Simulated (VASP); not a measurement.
Calculation: optB88-vdW, VASP's PBE PAW potentials (set 64) (plane waves; VASP 6.6.1).

VASP ran on this input.

### INCAR
```
! general
SYSTEM  =PbSe
PREC    =Accurate
ENCUT   =520   ! plane-wave cut-off (eV)
LREAL   =.FALSE.   ! projection in real space or not
LASPH   =.TRUE.   ! aspherical one-centre terms

! electronic loop
EDIFF   =1E-7
NELM    =100   ! most electronic steps
ALGO    =Normal   ! blocked Davidson
LMAXMIX =4   ! l cut-off of mixed one-centre charges

! smearing
ISMEAR  =0
SIGMA   =0.05

! functional
GGA     =BO
LUSE_VDW=.TRUE.
AGGAC   =0.0
PARAM1  =0.1833333333
PARAM2  =0.22

! ions
ISIF    =2   ! forces and stress, cell fixed

! output
LWAVE   =.FALSE.
LCHARG  =.FALSE.
```

KPOINTS:
```
Automatic mesh
0
Gamma
7 7 7
0 0 0
```

POSCAR:
```
PbSe
1
    0.0000000000     3.1606525562     3.1606525562
    3.1606525562     0.0000000000     3.1606525562
    3.1606525562     3.1606525562     0.0000000000
Pb Se
1 1
Direct
  0.0000000000   0.0000000000   0.0000000000
  0.5000000000   0.5000000000   0.5000000000
```

POTCAR, in this order: Pb_d Se (PBE.64 set). Program: vasp_std.

Output

### OUTCAR
```
 ion  position               nearest neighbor table
   1  0.000  0.000  0.000-   2 3.16   2 3.16   2 3.16   2 3.16   2 3.16   2 3.16
   2  0.500  0.500  0.500-   1 3.16   1 3.16   1 3.16   1 3.16   1 3.16   1 3.16
  LATTYP: Found a face centered cubic cell.
 ALAT       =     6.3213051124
 Subroutine PRICEL returns:
 Original cell was already a primitive cell.
 Subroutine GETGRP returns: Found 48 space group operations
The static configuration has the point symmetry O_h .
The dynamic configuration has the point symmetry O_h .
 Subroutine INISYM returns: Found 48 space group operations
 Subroutine IBZKPT returns following result:
 Found     20 irreducible k-points:

 Following reciprocal coordinates:
            Coordinates               Weight
  0.000000  0.000000  0.000000      1.000000
  0.142857  0.000000  0.000000      8.000000
  0.285714  0.000000  0.000000      8.000000
  0.428571  0.000000  0.000000      8.000000
  0.142857  0.142857  0.000000      6.000000
  0.285714  0.142857  0.000000     24.000000
  0.428571  0.142857  0.000000     24.000000
 -0.428571  0.142857  0.000000     24.000000
 -0.285714  0.142857  0.000000     24.000000
...
```

File OSZICAR:
```
       N       E                     dE             d eps       ncg     rms          rms(c)
DAV:   1     0.162023100099E+03    0.16202E+03   -0.94498E+03   560   0.140E+03
DAV:   2     0.861592053776E+01   -0.15341E+03   -0.15002E+03   614   0.343E+02
DAV:   3    -0.348161090949E+01   -0.12098E+02   -0.11707E+02   740   0.998E+01
DAV:   4    -0.377861395283E+01   -0.29700E+00   -0.29685E+00   604   0.202E+01
DAV:   5    -0.378900581155E+01   -0.10392E-01   -0.10392E-01   734   0.353E+00    0.268E+00
DAV:   6    -0.337403480030E+01    0.41497E+00   -0.12409E+00   750   0.741E+00    0.124E+00
DAV:   7    -0.337390006649E+01    0.13473E-03   -0.14419E-01   616   0.197E+00    0.778E-01
DAV:   8    -0.337815547307E+01   -0.42554E-02   -0.18117E-02   596   0.169E+00    0.224E-01
DAV:   9    -0.337724743835E+01    0.90803E-03   -0.37076E-03   812   0.613E-01    0.800E-02
DAV:  10    -0.337734978054E+01   -0.10234E-03   -0.32569E-04   584   0.174E-01    0.202E-02
DAV:  11    -0.337736042479E+01   -0.10644E-04   -0.44648E-05   614   0.813E-02    0.533E-03
DAV:  12    -0.337736054795E+01   -0.12316E-06   -0.24946E-06   734   0.145E-02    0.942E-04
DAV:  13    -0.337736053597E+01    0.11980E-07   -0.14715E-07   524   0.301E-03
   1 F= -.33773605E+01 E0= -.33773605E+01  d E =-.624935E-17
```

### OUTCAR
```
------------------------ aborting loop because EDIFF is reached ----------------------------------------
  FORCE on cell =-STRESS in cart. coord.  units (eV):
  Direction    XX          YY          ZZ          XY          YZ          ZX
  --------------------------------------------------------------------------------------
  Total       -0.9990564     -0.9990564     -0.9990564      0.0000000      0.0000000      0.0000000
  in kB      -25.3478030    -25.3478030    -25.3478030      0.0000000      0.0000000      0.0000000
  external PRESSURE =     -25.3478030 kB  Pullay stress =       0.0000000 kB
  volume of cell :       63.15
      direct lattice vectors                 reciprocal lattice vectors
     0.000000000  3.160652556  3.160652556    -0.158195180  0.158195180  0.158195180
     3.160652556  0.000000000  3.160652556     0.158195180 -0.158195180  0.158195180
     3.160652556  3.160652556  0.000000000     0.158195180  0.158195180 -0.158195180
  FREE ENERGIE OF THE ION-ELECTRON SYSTEM (eV)
  ---------------------------------------------------
  free  energy   TOTEN  =        -3.3773605360 eV

  energy  without entropy=       -3.3773605360  energy(sigma->0) =       -3.37736054
```
(Selected blocks of OUTCAR.)

The compound is PbSe in the rock salt structure. This cell is one point of a volume scan, at 1.06 of the reference volume.
